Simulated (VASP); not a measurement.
Output of a VASP run:

**OSZICAR**
```
       N       E                     dE             d eps       ncg     rms          rms(c)
DAV:   1     0.848998932195E+02    0.84900E+02   -0.91966E+03   910   0.165E+03
DAV:   2    -0.277939877614E+01   -0.87679E+02   -0.83107E+02   975   0.279E+02
DAV:   3    -0.856970002154E+01   -0.57903E+01   -0.57647E+01  1115   0.735E+01
DAV:   4    -0.864386028733E+01   -0.74160E-01   -0.74134E-01  1045   0.872E+00
DAV:   5    -0.864494968784E+01   -0.10894E-02   -0.10894E-02  1110   0.106E+00    0.787E+00
DAV:   6    -0.824010305066E+01    0.40485E+00   -0.98831E-01  1313   0.389E+01    0.598E+00
DAV:   7    -0.821433435560E+01    0.25769E-01   -0.33954E-01   955   0.635E+00    0.278E+00
DAV:   8    -0.820836880581E+01    0.59655E-02   -0.59477E-03  1143   0.109E+00    0.703E-01
DAV:   9    -0.820774984114E+01    0.61896E-03   -0.11371E-03  1020   0.355E-01    0.109E-01
DAV:  10    -0.820776974984E+01   -0.19909E-04   -0.91847E-05  1040   0.119E-01    0.487E-02
DAV:  11    -0.820776666218E+01    0.30877E-05   -0.72919E-06  1224   0.795E-02    0.530E-03
DAV:  12    -0.820776678941E+01   -0.12723E-06   -0.14076E-06   561   0.106E-02
   1 F= -.82077668E+01 E0= -.82077668E+01  d E =-.820777E+01
```

### OUTCAR
```
------------------------ aborting loop because EDIFF is reached ----------------------------------------
  FORCE on cell =-STRESS in cart. coord.  units (eV):
  Direction    XX          YY          ZZ          XY          YZ          ZX
  --------------------------------------------------------------------------------------
  Total       -0.0178249     -0.0178249     -0.0178249      0.0000000      0.0000000      0.0000000
  in kB       -0.7656309     -0.7656309     -0.7656309      0.0000000      0.0000000      0.0000000
  external PRESSURE =      -0.7656309 kB  Pullay stress =       0.0000000 kB
  volume of cell :       37.30
      direct lattice vectors                 reciprocal lattice vectors
     0.000000000  2.651935215  2.651935215    -0.188541559  0.188541559  0.188541559
     2.651935215  0.000000000  2.651935215     0.188541559 -0.188541559  0.188541559
     2.651935215  2.651935215  0.000000000     0.188541559  0.188541559 -0.188541559
  FREE ENERGIE OF THE ION-ELECTRON SYSTEM (eV)
  ---------------------------------------------------
  free  energy   TOTEN  =        -8.2077667894 eV

  energy  without entropy=       -8.2077667894  energy(sigma->0) =       -8.20776679

 reached required accuracy - stopping structural energy minimisation
```
(Selected blocks of OUTCAR.)

POSCAR:
```
ZnS
1
    0.0000000000     2.6519352150     2.6519352150
    2.6519352150     0.0000000000     2.6519352150
    2.6519352150     2.6519352150     0.0000000000
Zn S
1 1
Direct
  0.0000000000   0.0000000000   0.0000000000
  0.2500000000   0.2500000000   0.2500000000
```

Write an INCAR and KPOINTS that could have produced this output.

One answer among several that fit: the input of the run itself, LDA (Ceperley-Alder, Perdew-Zunger), plane waves, VASP's LDA PAW potentials (set 64).

**KPOINTS**
```
kpoints
0
gamma
 9 9 9
0 0 0
```

### INCAR
```
SYSTEM = ZnS
PREC = Accurate
ENCUT = 500
EDIFF = 1E-6
NELM = 100
ALGO = Normal
LREAL = .FALSE.
LASPH = .TRUE.
ISMEAR = 0
SIGMA = 0.05
LMAXMIX = 4
LWAVE = .FALSE.
LCHARG = .FALSE.
IBRION = 2
ISIF = 3
NSW = 40
EDIFFG = -0.02
```

POTCAR, in this order: Zn S (LDA.64 set). Program: vasp_std.

The compound is ZnS in the zinc blende structure. It was relaxed first, which changed the volume by -6 %.
